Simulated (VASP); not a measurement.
The system is Zr3PdSe4.

```
Zr Pd Se
1.0
     7.50000    0.00000    0.00000
    -3.75000    6.49519    0.00000
     0.00000    0.00000    7.00000
Zr Pd Se
6 2 8
Cartesian
  1.8750 3.2476 0.0000
  1.8750 3.2476 3.5000
  -1.8750 3.2476 3.5000
  -1.8750 3.2476 0.0000
  3.7500 0.0000 0.0000
  3.7500 0.0000 3.5000
  0.0000 0.0000 3.5000
  0.0000 0.0000 0.0000
  0.0000 4.3301 5.2500
  -1.8750 5.4127 1.7500
  5.6250 1.0825 5.2500
  0.0000 2.1651 1.7500
  3.7500 4.3301 5.2500
  1.8750 5.4127 1.7500
  1.8750 1.0825 5.2500
  3.7500 2.1651 1.7500
```

The cell was built by a generator and needn't be a form met in nature.

| Quantity | Value |
| --- | --- |
| Program | VASP 6.6.1 |
| Task | relaxation of cell and atoms |
| Functional | PBE |
| Potentials or basis | VASP PAW PBE potentials, release 64 (Zr_sv, Pd, Se) |
| Cutoff | 520 eV |
| k mesh | 2 × 2 × 2 |
| Occupations | gaussian, width 0.15 eV |
| Spin | no spin polarisation |

At the start: pressure -3.7 GPa; volume 21.31 Å³/atom.

Q: Where does the relaxation end?

A: Over 5 steps the energy falls by 9.7 meV/atom and the volume is 20.57 Å³/atom (-3.5 %); space group P6_3/mmc (No. 194, to 0.05 Å).

The path:
| step | energy change (eV) | largest force (eV/Å) | pressure (GPa) | volume (Å³) |
| --- | --- | --- | --- | --- |
| 1 | 0.0000 | 0.2040 | -3.75 | 341.00 |
| 2 | 0.0008 | 0.0400 | 4.21 | 316.98 |
| 3 | -0.1527 | 0.0920 | 0.06 | 328.77 |
| 4 | -0.1527 | 0.0939 | 0.00 | 329.02 |
| 5 | -0.1548 | 0.0389 | -0.13 | 329.06 |

Final structure:
```
Zr Pd Se
1.0
     7.41384    0.00000    0.00000
    -3.70692    6.42058    0.00000
     0.00000    0.00000    6.91279
Zr Pd Se
6 2 8
Direct
  0.50000 0.50000 0.00000
  0.50000 0.50000 0.50000
  0.00000 0.50000 0.50000
  0.00000 0.50000 0.00000
  0.50000 0.00000 0.00000
  0.50000 0.00000 0.50000
  0.00000 0.00000 0.50000
  0.00000 0.00000 0.00000
  0.33333 0.66667 0.75000
  0.16735 0.83265 0.25000
  0.83265 0.16735 0.75000
  0.16735 0.33469 0.25000
  0.83265 0.66531 0.75000
  0.66531 0.83265 0.25000
  0.33469 0.16735 0.75000
  0.66667 0.33333 0.25000
```

Caveat: the k mesh is coarse (spacing up to 0.48 Å⁻¹), so the values aren't converged.
